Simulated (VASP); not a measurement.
Given:

```xyz
2
Lattice="0.0000 2.9777 2.9777 2.9777 0.0000 2.9777 2.9777 2.9777 0.0000" Properties=species:S:1:pos:R:3 pbc="T T T"
Hg     0.0000     0.0000     0.0000
S      1.4889     1.4889     1.4889
```

Calculation: rev-vdW-DF2, VASP's PBE PAW potentials (set 64) (plane waves; VASP). Numerical set-up: 520 eV cut-off, 12×12×12 Γ-centred mesh, tetrahedra with Blöchl corrections, potentials Hg S.

Unless said otherwise, spin-orbit coupling is left out, though it shifts the bands of the heavy elements here.

Problem. What does the run give for the energy per atom (σ→0), band gap (on the k-mesh) with the smallest direct gap where there is one?

Solution. 
* **band gap (on the k-mesh)**: none (metal, semimetal or under 0.01 eV)
* **energy per atom (σ→0)**: -0.416 eV/atom

Only differences to runs with the same potentials and settings are physical.

The compound is HgS in the zinc blende structure, metacinnabar; cinnabar is the stable form. It was relaxed first, which changed the volume by +6 %.
